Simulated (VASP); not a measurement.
Input:

```xyz
2
Lattice="0.0000 3.3584 3.3584 3.3584 0.0000 3.3584 3.3584 3.3584 0.0000" Properties=species:S:1:pos:R:3 pbc="T T T"
Ba     0.0000     0.0000     0.0000
Te     1.6792     1.6792     1.6792
```

The numbers are results of PBEsol GGA, VASP's PBE PAW potentials (set 64) (plane waves; VASP), not measurements. Numerical set-up: 500 eV cut-off, 7×7×7 Γ-centred mesh, Gaussian smearing of 0.050 eV, potentials Ba_sv Te.

Q: Predict the energy per atom (σ→0), pressure.

A: 
```yaml
energy per atom (σ→0): -3.384 eV/atom
pressure: 20.05 GPa
```

Total energies compare only between runs with the same potentials, cut-off and functional.

The structure was generated: BaTe was put into the zinc blende type (F-43m), which need not be its known phase. It was relaxed first under an external pressure of 20 GPa.
